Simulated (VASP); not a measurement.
Output of a VASP run:

### OSZICAR
```
       N       E                     dE             d eps       ncg     rms          rms(c)
DAV:   1     0.742591843565E+02    0.74259E+02   -0.86859E+03   528   0.119E+03
DAV:   2    -0.361282147368E+02   -0.11039E+03   -0.10540E+03   610   0.289E+02
DAV:   3    -0.407799985487E+02   -0.46518E+01   -0.46385E+01   610   0.632E+01
DAV:   4    -0.408025202296E+02   -0.22522E-01   -0.22520E-01   570   0.438E+00
DAV:   5    -0.408026616515E+02   -0.14142E-03   -0.14142E-03   590   0.317E-01    0.587E+00
DAV:   6    -0.358779666959E+02    0.49247E+01   -0.38244E+00   520   0.304E+01    0.787E+00
DAV:   7    -0.358641084411E+02    0.13858E-01   -0.36122E-01   520   0.769E+00    0.435E+00
DAV:   8    -0.358201324002E+02    0.43976E-01   -0.36116E-01   525   0.538E+00    0.743E-01
DAV:   9    -0.359104774045E+02   -0.90345E-01   -0.10373E-01   525   0.303E+00    0.534E-01
DAV:  10    -0.358965973279E+02    0.13880E-01   -0.12300E-02   530   0.115E+00    0.336E-01
DAV:  11    -0.359131742501E+02   -0.16577E-01   -0.17381E-02   525   0.140E+00    0.895E-02
DAV:  12    -0.359143276222E+02   -0.11534E-02   -0.10275E-03   575   0.350E-01    0.105E-01
DAV:  13    -0.359143947398E+02   -0.67118E-04   -0.38446E-04   535   0.226E-01    0.174E-02
DAV:  14    -0.359148199733E+02   -0.42523E-03   -0.25296E-04   530   0.190E-01    0.466E-03
DAV:  15    -0.359148281833E+02   -0.82100E-05   -0.20915E-05   575   0.455E-02    0.328E-03
DAV:  16    -0.359148290614E+02   -0.87806E-06   -0.16123E-05   530   0.410E-02    0.324E-03
DAV:  17    -0.359148321918E+02   -0.31304E-05   -0.20855E-06   525   0.170E-02    0.682E-04
DAV:  18    -0.359148355102E+02   -0.33184E-05   -0.16123E-06   466   0.172E-02    0.347E-04
DAV:  19    -0.359148354603E+02    0.49903E-07   -0.46576E-08   265   0.249E-03
   1 F= -.35914835E+02 E0= -.35914835E+02  d E =-.359148E+02
```

OUTCAR:
```
------------------------ aborting loop because EDIFF is reached ----------------------------------------
  FORCE on cell =-STRESS in cart. coord.  units (eV):
  Direction    XX          YY          ZZ          XY          YZ          ZX
  --------------------------------------------------------------------------------------
  Total        0.0149019      0.0149019      0.0149019     -0.0000000      0.0000000     -0.0000000
  in kB        0.4125016      0.4125016      0.4125016     -0.0000000      0.0000000     -0.0000000
  external PRESSURE =       0.4125016 kB  Pullay stress =       0.0000000 kB
  volume of cell :       57.88
      direct lattice vectors                 reciprocal lattice vectors
     0.000000000  3.070189712  3.070189712    -0.162856386  0.162856386  0.162856386
     3.070189712  0.000000000  3.070189712     0.162856386 -0.162856386  0.162856386
     3.070189712  3.070189712  0.000000000     0.162856386  0.162856386 -0.162856386
  FREE ENERGIE OF THE ION-ELECTRON SYSTEM (eV)
  ---------------------------------------------------
  free  energy   TOTEN  =       -35.9148354603 eV

  energy  without entropy=      -35.9148354603  energy(sigma->0) =      -35.91483546

 reached required accuracy - stopping structural energy minimisation
```
(Selected blocks of OUTCAR.)

File POSCAR:
```
CdSe
1
    0.0000000000     3.0701897119     3.0701897119
    3.0701897119     0.0000000000     3.0701897119
    3.0701897119     3.0701897119     0.0000000000
Cd Se
1 1
Direct
  0.0000000000   0.0000000000   0.0000000000
  0.7500000000   0.7500000000   0.7500000000
```

Q: Write an INCAR and KPOINTS that could have produced this output.

A: Several could match; the one computed here: the input of the run itself, r2SCAN meta-GGA, plane waves, VASP's PBE PAW potentials (set 64).

### KPOINTS
```
K-points
0
gamma
7 7 7
0 0 0
```

**INCAR**
```
ALGO = Normal
EDIFF = 1E-6
EDIFFG = -0.01
ENCUT = 480
IBRION = 2
ISIF = 3
ISMEAR = 0
LASPH = T
LCHARG = F
LMAXMIX = 4
LMIXTAU = T
LREAL = F
LWAVE = F
METAGGA = R2SCAN
NELM = 100
NSW = 60
PREC = Accurate
SIGMA = 0.05
SYSTEM = CdSe
```

POTCAR, in this order: Cd Se (PBE.64 set). Program: vasp_std.

The compound is CdSe in the zinc blende structure, whereas wurtzite is the usual form. It was relaxed first. The start is the result of an earlier pass.
